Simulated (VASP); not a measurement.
NaF:

```xyz
2
Lattice="0.0000 2.3469 2.3469 2.3469 0.0000 2.3469 2.3469 2.3469 0.0000" Properties=species:S:1:pos:R:3 pbc="T T T"
Na    2.3469    2.3469    4.6939
F     2.3469    2.3469    2.3469
```

The cell was built by a generator and needn't be a form met in nature.

Base run:

```yaml
Program: VASP 6.6.1
Functional: PBE
Potentials_or_basis: VASP PAW PBE potentials, release 64 (Na_pv, F)
Cutoff: 520 eV
k_mesh: 10 × 10 × 10
Occupations: gaussian, width 0.02 eV
Spin: no spin polarisation
```

Its results: band gap on the k mesh 6.10 eV, direct; pressure 0.1 GPa.

Question: The run is repeated on the same cell with these changes: functional from PBE to r2SCAN. What comes out?

Answer: Band gap on the k mesh 6.96 eV, direct; pressure -3.6 GPa.

r2SCAN gives the wider gap, since meta-GGAs in the generalised Kohn-Sham scheme recover part of the derivative discontinuity.

Caveats: the PAW data sets were made with another functional, which shifts forces and pressure a little (some runs).
